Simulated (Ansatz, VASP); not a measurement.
# Pt in two plane-wave programs

Wanted: the spread between two codes on one cell, functional and k mesh.

Main program and level: Ansatz 0.2.0; plane waves, with VASP 6.6.1 beside it; single point at PBE.

### 1. Starting point

Symmetry: Fm-3m, No. 225, cubic system. The conventional cell has a = 3.922 Å, b = 3.922 Å, c = 3.922 Å, α = 90.00°, β = 90.00°, γ = 90.00°. Nearest to Pt lie 12 Pt at 2.77 Å.

### 2. VASP: single point, PBE

A single point gives forces, pressure and levels at one fixed geometry, so differences don't come from the geometry; what else differs is listed under the comparison.

Lines of VASP's logs that name or quote its potential files are left out, and so is its time.

Input file INCAR:

```
SYSTEM = Pt
PREC = Accurate
ENCUT = 400
EDIFF = 1E-06
NELM = 100
ISMEAR = -1
SIGMA = 0.05
LREAL = .FALSE.
ALGO = Normal
GGA = PE
NBANDS = 11
LASPH = .TRUE.
LORBIT = 11
LWAVE = .FALSE.
LCHARG = .TRUE.
ISIF = 2
LELF = .TRUE.
LVHAR = .TRUE.
```

Input file POSCAR:

```
Pt
1.0
    0.0000000000      1.9609000000      1.9609000000
    1.9609000000      0.0000000000      1.9609000000
    1.9609000000      1.9609000000      0.0000000000
Pt
1
Direct
    0.0000000000      0.0000000000      0.0000000000
```

Input file KPOINTS:

```
Automatic mesh
0
Gamma
10 10 10
0 0 0
```

PAW data sets: Pt (PBE family, release 64).

The run is started by

```
$ mpirun -np 2 vasp_std
```

Numbers of over 12 decimals in the logs are rounded to 6 here.

Output:

```text
[banner, memory and clock lines left out]
running    2 mpi-ranks, on    1 nodes
 distrk:  each k-point on    2 cores,    1 groups
 distr:  one band on    1 cores,    2 groups

 POSCAR found type information on POSCAR Pt
 POSCAR found :  1 types and       1 ions
 LDA part: xc-table for (Slater+PW92), standard interpolation
|                                                                             |
|           W    W    AA    RRRRR   N    N  II  N    N   GGGG   !!!           |
|           W    W   A  A   R    R  NN   N  II  NN   N  G    G  !!!           |
|           W    W  A    A  R    R  N N  N  II  N N  N  G       !!!           |
|           W WW W  AAAAAA  RRRRR   N  N N  II  N  N N  G  GGG   !            |
|           WW  WW  A    A  R   R   N   NN  II  N   NN  G    G                |
|           W    W  A    A  R    R  N    N  II  N    N   GGGG   !!!           |
|                                                                             |
|     The number of bands has been changed from the values supplied in        |
|     The orbitals not found in the WAVECAR file will be initialized with     |
|     random numbers, which is usually adequate. For correlated               |
|     calculations, however, you should redo the groundstate calculation.     |
|     I found NBANDS = 11. Now, NBANDS = 12.                                  |
|                                                                             |

 POSCAR, INCAR and KPOINTS ok, starting setup
 FFT: planning ... GRIDC
 FFT: planning ... GRID_SOFT
 FFT: planning ... GRID
 WAVECAR not read
 entering main loop
       N       E                     dE             d eps       ncg     rms          rms(c)
DAV:   1     0.319892933955E+02    0.31989E+02   -0.45546E+03  1168   0.622E+02
DAV:   2    -0.598899435524E+01   -0.37978E+02   -0.36579E+02  1384   0.149E+02
DAV:   3    -0.644419379622E+01   -0.45520E+00   -0.45394E+00  1360   0.152E+01
DAV:   4    -0.644614215342E+01   -0.19484E-02   -0.19482E-02  1396   0.117E+00
DAV:   5    -0.644615773752E+01   -0.15584E-04   -0.15583E-04  1388   0.933E-02    0.130E+01
DAV:   6    -0.611458376012E+01    0.33157E+00   -0.69165E-01  1276   0.632E+00    0.687E+00
DAV:   7    -0.607623181493E+01    0.38352E-01   -0.12915E-01  1352   0.267E+00    0.254E+00
DAV:   8    -0.607292400765E+01    0.33078E-02   -0.45930E-03  1272   0.547E-01    0.509E-01
DAV:   9    -0.607279037564E+01    0.13363E-03   -0.50211E-05  1412   0.606E-02    0.436E-02
DAV:  10    -0.607279397659E+01   -0.36010E-05   -0.23291E-06  1416   0.115E-02    0.167E-03
DAV:  11    -0.607279402313E+01   -0.46538E-07   -0.53931E-08   724   0.187E-03
   1 F= -.60727940E+01 E0= -.60668322E+01  d E =-.119236E-01
```

From OUTCAR (step 2):

```text
ion  position               nearest neighbor table
   1  0.000  0.000  0.000-

  LATTYP: Found a face centered cubic cell.
 ALAT       =     3.9218000000

 Subroutine GETGRP returns: Found 48 space group operations
 (whereof 48 operations were pure point group operations)

The static configuration has the point symmetry O_h .

 Found     47 irreducible k-points:

   k-points           NKPTS =     47   k-points in BZ     NKDIM =     47   number of bands    NBANDS=     12

   dimension x,y,z NGX =    18 NGY =   18 NGZ =   18
   dimension x,y,z NGXF=    36 NGYF=   36 NGZF=   36

   ENCUT  =  400.0 eV  29.40 Ry    5.42 a.u.   4.52  4.52  4.52*2*pi/ulx,y,z

   NELECT =      10.0000    total number of electrons

 k-points in reciprocal lattice and weights: Automatic mesh
   0.00000000  0.00000000  0.00000000       0.001
   0.10000000  0.00000000  0.00000000       0.008
   0.20000000  0.00000000  0.00000000       0.008
   0.30000000  0.00000000  0.00000000       0.008
   0.40000000  0.00000000  0.00000000       0.008
   0.50000000  0.00000000  0.00000000       0.004
   0.10000000  0.10000000  0.00000000       0.006
   0.20000000  0.10000000  0.00000000       0.024
   0.30000000  0.10000000  0.00000000       0.024
[...]
-0.30000000  0.40000000  0.20000000       0.024
  -0.30000000  0.50000000  0.20000000       0.012

 average (electrostatic) potential at core
       1 -62.8912

 E-fermi :  11.2842

 k-point     1 :       0.0000    0.0000    0.0000
  band No.  band energies     occupation
    ...
      2       7.4812      2.00000
      3       7.4812      2.00000
      4       7.4812      2.00000
      5       9.6351      2.00000
      6       9.6351      2.00000
      7      25.9079      0.00000
      8      30.8721      0.00000
      9      30.8721      0.00000
     10      30.8721      0.00000
     11      36.2143      0.00000
    ...

 k-point     2 :       0.1000    0.0000    0.0000
  band No.  band energies     occupation
    ...
      2       7.3139      2.00000
      3       7.6313      2.00000
      4       7.6313      2.00000
      5       9.5581      2.00000
      6       9.5581      2.00000
      7      26.5075      0.00000
      8      29.1061      0.00000
      9      31.4829      0.00000
     10      31.4829      0.00000
     11      37.8097      0.00000
    ...

 k-point     3 :       0.2000    0.0000    0.0000
  band No.  band energies     occupation
    ...
      2       7.0628      2.00000
      3       7.8617      2.00000
      4       7.8617      2.00000
      5       9.5889      2.00000
      6       9.5889      2.00000
      7      26.1844      0.00000
      8      27.6240      0.00000
      9      33.1072      0.00000
     10      33.1072      0.00000
     11      35.3017      0.00000
    ...

  Total        0.9163651      0.9163651      0.9163651     -0.0000000     -0.0000000     -0.0000000
  in kB       97.3605030     97.3605030     97.3605030     -0.0000000     -0.0000000     -0.0000000
  external PRESSURE =      97.3605030 kB  Pullay stress =       0.0000000 kB

  energy-cutoff  :      400.00
  volume of cell :       15.08
      direct lattice vectors                 reciprocal lattice vectors
     0.000000000  1.960900000  1.960900000    -0.254984956  0.254984956  0.254984956
     1.960900000  0.000000000  1.960900000     0.254984956 -0.254984956  0.254984956
     1.960900000  1.960900000  0.000000000     0.254984956  0.254984956 -0.254984956

 POSITION                                       TOTAL-FORCE (eV/Angst)
 -----------------------------------------------------------------------------------
      0.00000      0.00000      0.00000         0.000000      0.000000      0.000000
 -----------------------------------------------------------------------------------
    total drift:                                0.000000      0.000000      0.000000

  FREE ENERGIE OF THE ION-ELECTRON SYSTEM (eV)
  ---------------------------------------------------
  free  energy   TOTEN  =        -6.0727940231 eV

  energy  without entropy=       -6.0608704445  energy(sigma->0) =       -6.06683223

 total charge
# of ion       s       p       d       tot
------------------------------------------
    1        0.636   0.615   8.047   9.298

[... 3 further parts left out ...]
```

At this level the cell is under a pressure of 9.7 GPa, so at these settings it is away from equilibrium.

### 3. Ansatz: single point, PBE

Ansatz runs on its default PAW (the set named soft_2) files.

The same cell, functional, mesh and smearing now go to Ansatz, which takes its cutoff from its data sets.

Input file input.yaml:

```yaml
crystal:
  lattice:
    - [0.0, 1.9609, 1.9609]
    - [1.9609, 0.0, 1.9609]
    - [1.9609, 1.9609, 0.0]
  atoms:
    - { symbol: Pt, position: [0.0, 0.0, 0.0] }
hamiltonian:
  xc: pbe
  pseudopotentials: { kind: paw }
kpoints:
  mp_grid: { grid: [10, 10, 10] }
scf:
  occupations: { method: fermi_dirac, width: 0.05 }
  n_extra_bands: 4
output:
  forces: true
  stress: true
  eigenvalues: true
  write_density: true
  write_potential: true
  elf: true
  volumetric_format: npy
```

The run is started by

```
$ ansatz run input.yaml --threads 2 --pin off --max-ram 4608MiB --backend cpu --events-out ev --progress --plain --runs-dir out
```

Output:

```text
scf.n_extra_bands = 4 over 9 filled bands (N_el = 18.0): the run solves 13 bands
Engine: ansatz 0.2.0, aarch64-unknown-linux-gnu
Pseudopotentials: kind: paw
Pseudopotential: Pt, paw, valence charge 18, recommended cutoff 420 eV (normal), Pt.paw.azcp
Functional definition: PBE
  parameter kappa = 0.804
  parameter beta = 0.066725
  exchange = pbe_x(kappa = kappa, mu = beta*pi^2/3)
  correlation = pbe_c(beta = beta)
Crystal: 1 atoms, lattice volume = 15.080 Å³
Basis set: ecut = 420 eV, 283 PW (Γ), exchange–correlation on 40×40×40 points (8 copies of the dense FFT grid, shifted against one another)
Bands: 13, of which v1, the nominal top of the filled ones, is band 9 counted from 1 (8 counted from 0)
Symmetry: 48 space group operations
Space group: Fm-3m (ITA 225), of the structure as read, at distance tolerance 2.5e-5 Å
k-points: 47 of 1000
Non-local potential: Pt, projectors of the file, l = 0: 3, l = 1: 2, l = 2: 2, l = 3: 1
PAW form: soft (Blöchl's): semilocal exchange-correlation on the pseudo side does not see the compensation charge
PAW one-centre angular grid: Pt, 590 points (default); XC on 64 Gauss nodes
Initial density: superposition of atomic densities (neutral atoms: chi_scale 0, normalization atom), corrected by the library's trained network
Initial wavefunctions: pseudopotential atomic-orbital guess
Functional: x = pbe(κ = 0.804, μ = 0.219515), c = pbe(β = 0.066725)
SCF iter   1: F=—  HF=-12522.987473 eV  |F-HF|=—  |Δ(HF+E_count)|=         —  Δρ=2.63e-3  dr2=1.40e-4  ethr=1.77e-3  ⟨swp⟩=5.1  Hψ=3361  notcnv=0
preconditioner: auto → none  [metal: Δε(μ)=0.037 eV  Ē_g=14.215 eV  σ=0.050 eV  W_gap=0.18  n_scr=8 (ndim 8)  ℏωp=30.2 eV  f_vac=0.000  D(μ)=1.30/eV (n_scr^D=14)  sad-step TF]
SCF iter   2: F=—  HF=-12522.987975 eV  |F-HF|=—  |Δ(HF+E_count)|=   5.02e-4  Δρ=1.50e-3  dr2=5.31e-5  ethr=7.80e-7  ⟨swp⟩=2.4  Hψ=1412  notcnv=0
SCF iter   3: F=—  HF=-12522.988169 eV  |F-HF|=—  |Δ(HF+E_count)|=   1.94e-4  Δρ=4.42e-4  dr2=2.93e-5  ethr=2.95e-7  ⟨swp⟩=2.0  Hψ=854  notcnv=0
SCF iter   4: F=—  HF=-12522.988160 eV  |F-HF|=—  |Δ(HF+E_count)|=   8.89e-6  Δρ=1.16e-4  dr2=1.47e-6  ethr=1.63e-7  ⟨swp⟩=2.6  Hψ=893  notcnv=0
SCF iter   5: F=—  HF=-12522.988159 eV  |F-HF|=—  |Δ(HF+E_count)|=   2.32e-7  Δρ=4.07e-5  dr2=1.18e-7  ethr=8.14e-9  ⟨swp⟩=2.1  Hψ=804  notcnv=0
SCF iter   6: F=-12522.988159 eV  HF=-12522.988159 eV  |F-HF|=1.07e-9  |Δ(HF+E_count)|=   2.25e-8  Δρ=3.74e-6  dr2=1.79e-9  ethr=5.56e-10  ⟨swp⟩=6.9  Hψ=2943  notcnv=0
SCF 1 converged in 6 iterations: F = -12522.988159 eV  dr2 = 1.79e-9
  greatest PAW one-centre occupation: 1.000 electrons in one spin orbital (limit 2), on the Pt atom at site 0 (counted from 0), in its partial waves of l = 0
SCF converged after 6 iterations
Free energy (F): -12522.988159 eV
Harris-Foulkes:  -12522.988159 eV  (|F-HF|=1.07e-9)
Internal energy: -12522.976281 eV  (E = F + TS)
E sigma→0 (E₀):  -12522.982220 eV
Entropy (-TS):   -0.011878 eV (-11.878 meV/atom)
Fermi energy:    23.423899 eV
--- Per-component energies (eV) ---
  E_band       = -128.240703
  E_kinetic    = 638.413670
  E_local      = -1461.126088  (includes V_loc(G=0)·N_el)
  E_nonlocal   = 199.803325
  E_hartree    = 543.237932
  E_xc         = -262.155944
  E_vxc        = -303.357778  (∫ρ·V_xc dr)
  E_paw        = -9454.008036  (= ΣΔE_a)
  E_vpaw       = -288.451574  (= ΣTr[D̂ρ^β])
  E_aug_tail   = 0.000205  (compensation charges beyond the density's cutoff)
  E_ewald      = -2727.141345
  E_smearing   = -0.011878  (= −TS)
  E_closure    = 0.000000  (closes the sum)
  Σ components = -12522.988159   (vs F -12522.988159, Δ=0.00e0)
--- Forces (eV/Å), atoms counted from 1 ---
  atom   1  Pt    -0.00000000     0.00000000     0.00000000
  max |Σ_I F_I| component: 5.34e-32 eV/Å
--- Stress (GPa, compression-positive) ---
       10.265560       0.000000       0.000000
        0.000000      10.265560       0.000000
        0.000000       0.000000      10.265560
  P = ⅓ Tr σ = 10.2656 GPa (102.656 kbar)
--- Band table (eV; the first three rows and the last of 47) ---
  k-point 0: bands = [... 5 lower, 19.6069, 19.6069, 19.6069, 21.7667, 21.7667, 38.0251, 42.9638, 42.9638]
  k-point 1: bands = [... 5 lower, 19.4398, 19.7577, 19.7577, 21.6898, 21.6898, 38.6189, 41.2048, 43.5660]
  k-point 2: bands = [... 5 lower, 19.1895, 19.9887, 19.9887, 21.7220, 21.7220, 38.3026, 39.7257, 45.1685]
  k-point 46: bands = [... 5 lower, 18.1069, 19.7191, 21.6516, 23.9090, 30.3751, 30.6379, 32.8317, 35.4365]
```

Wall time 1.1 s (2 threads of Arm Neoverse N1, shared host); peak memory 0.24 GiB; 1.6 s of CPU time.

The run ends at a pressure of 10.27 GPa.

### 4. Comparison

Known differences besides the potentials themselves: the data sets hold 18 valence electrons in Ansatz (default PAW (the set named soft_2) files) and 10 in VASP; the cutoff is 420 eV in Ansatz and 400 eV in VASP. Total energies have different zeros and are not compared.

Compared:

| quantity | Ansatz | VASP | difference |
| --- | --- | --- | --- |
| pressure (GPa) | 10.27 | 9.74 | +0.53 |
| pressure without Ansatz's Pulay correction (GPa) | 10.19 | 9.74 | +0.45 |

Ansatz's pressure holds a Pulay correction of 0.08 GPa; VASP's holds none.

### 5. Further runs

Further runs change the set-up of one program: Ansatz's method, potentials or start, or VASP's data sets, cutoff or form of LDA. The table gives Ansatz less VASP for each quantity, since a change that brings one quantity closer may part another.

| run | pressure (GPa) |
| --- | --- |
| as above | 0.53 |
| Ansatz's all-electron LAPW method | 0.48 |

### 6. Summary of results

| Quantity | Value |
| --- | --- |
| difference in pressure (single point, PBE) | 0.53 GPa |

**Reading.** The difference in pressure is 0.53 GPa (single point, PBE), within the 1 GPa picked in this series as the mark of a large difference. For single point, PBE, no further run moves any of the tabulated differences by more than a quarter of its size. How closely two codes agree says nothing of how well the functional describes the real material.

[Lines on the potential files, build, host, timing and source positions are cut from VASP's logs without a mark.]

[Logs are printed without paths, hosts, clocks, repeated set-up lines and the standing remarks that a program may print on its own settings, such as how far it seeks lower states.]

[Hosts, paths, dates, database ids (printed as entryN), source tags and the programs' standing remarks are cut or masked in the printed files.]
